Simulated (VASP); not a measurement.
Here is a VASP 6.6.1 calculation.

INCAR

```
PREC = Normal
ENCUT = 520
EDIFF = 1E-4
ISMEAR = 0
SIGMA = 0.15
LREAL = F
LASPH = T
NELM = 60
ALGO = Fast
ISIF = 3
LWAVE = F
LCHARG = F
GGA = PE
IBRION = 2
NSW = 24
EDIFFG = -0.08
```

The input KPOINTS:

```
Automatic mesh
0
Gamma
  3 3 3
```

Contents of POSCAR:

```
Si3Bi2Te3
1.0
   -3.2459662900      3.2459662900      4.9249264400
    3.2459662900     -3.2459662900      4.9249264400
    3.2459662900      3.2459662900     -4.9249264400
Si Bi Te
3 2 3
Direct
    0.5000000000      0.5000000000      0.0000000000
    0.7500000000      0.2500000000      0.5000000000
    0.2500000000      0.7500000000      0.5000000000
    0.5000000000      0.0000000000      0.5000000000
    0.0000000000      0.5000000000      0.5000000000
    0.0000000000      0.0000000000      0.0000000000
    0.2848208500      0.2848208500      0.0000000000
    0.7151791500      0.7151791500      0.0000000000
```

Potentials or basis: VASP PAW PBE potentials, release 64 (Si, Bi_d, Te).

The run is started by

```console
$ cat potpaw_PBE.64/Si/POTCAR potpaw_PBE.64/Bi_d/POTCAR potpaw_PBE.64/Te/POTCAR > POTCAR
$ mpirun -np 1 vasp_std > vasp.out
```

Question: Estimate the band gap on the k mesh.

Answer: None (metal or under the smearing width).

Question: Estimate the space group after relaxing (to 0.05 Å).

Answer: I4/mmm (No. 139).

Question: Predict the relaxed cell.

Answer: a = 7.531 Å, b = 7.531 Å, c = 7.531 Å, α = 133.69°, β = 133.69°, γ = 67.58°.

Final structure:
```cif
data_structure
_symmetry_space_group_name_H-M 'P 1'
_symmetry_Int_Tables_number 1
_cell_length_a 7.5315
_cell_length_b 7.5315
_cell_length_c 7.5315
_cell_angle_alpha 133.685
_cell_angle_beta 133.685
_cell_angle_gamma 67.580
_cell_volume 219.63
loop_
_atom_site_label
_atom_site_type_symbol
_atom_site_fract_x
_atom_site_fract_y
_atom_site_fract_z
_atom_site_occupancy
Si1 Si 0.50000 0.50000 0.00000 1
Si2 Si 0.75000 0.25000 0.50000 1
Si3 Si 0.25000 0.75000 0.50000 1
Bi1 Bi 0.50000 0.00000 0.50000 1
Bi2 Bi 0.00000 0.50000 0.50000 1
Te1 Te 0.00000 0.00000 0.00000 1
Te2 Te 0.27568 0.27568 0.00000 1
Te3 Te 0.72432 0.72432 0.00000 1
```

Caveat: the k mesh is coarse (spacing up to 0.46 Å⁻¹), so the values aren't converged; spin-orbit coupling is left out, which moves the levels of the heavy elements.
